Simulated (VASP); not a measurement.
Data:

```
AlMg
1.0
    2.99284     0.00000     0.00000
   -1.49642     2.59188     0.00000
    0.00000     0.00000     4.92237
Mg Al
1 1
Cartesian
  1.49642   2.59188   2.46118
  0.00000   1.72792   0.00000
```

All values below come from PBEsol GGA, VASP's PBE PAW potentials (set 64) (plane waves; VASP). Run with 400 eV cut-off, 16×16×8 Γ-centred mesh, tetrahedra with Blöchl corrections, potentials Mg Al.

**Question.** Tabulate the total density of states (states/eV per cell) against energy (eV; zero at the valence-band maximum or, without a gap, the Fermi level).

**Answer.** 
```
E (eV) | DOS (states/eV)
    -9.99 |  0.00
    -9.68 |  0.00
    -9.25 |  0.00
    -8.93 | #### 0.15
    -8.62 | ###### 0.23
    -8.30 | ######### 0.33
    -7.87 | ######### 0.33
    -7.55 | ######### 0.34
    -7.24 | ######### 0.33
    -6.92 | ######### 0.34
    -6.49 | ########## 0.36
    -6.18 | ############ 0.42
    -5.86 | ############# 0.46
    -5.54 | ############# 0.49
    -5.12 | ############### 0.53
    -4.80 | ############### 0.55
    -4.48 | ################ 0.58
    -4.16 | ################## 0.65
    -3.74 | ################## 0.66
    -3.42 | ################# 0.60
    -3.10 | ################### 0.68
    -2.78 | ################### 0.70
    -2.36 | ####################### 0.82
    -2.04 | ##################### 0.75
    -1.72 | #################### 0.71
    -1.40 | ####################### 0.82
    -0.98 | ################### 0.67
    -0.66 | #################### 0.72
    -0.34 | ####################### 0.82
    -0.02 | ######################### 0.90
     0.40 | ########################## 0.94
     0.72 | ####################### 0.85
     1.04 | ######################## 0.89
     1.35 | ######################### 0.92
     1.78 | ########################### 0.98
     2.10 | ########################## 0.96
     2.42 | ######################### 0.89
     2.73 | ############################## 1.09
     3.16 | ########################## 0.93
     3.48 | ######################## 0.85
```
Within 2 eV below the Fermi level the largest weight inside VASP's projection spheres is Al p, then Al s.

The structure comes from a computed database's MgAl entry (P-6m2); how it stands against other phases isn't given here. It was relaxed first. The electron count is odd and the run is not spin-polarised, which forces a metal.
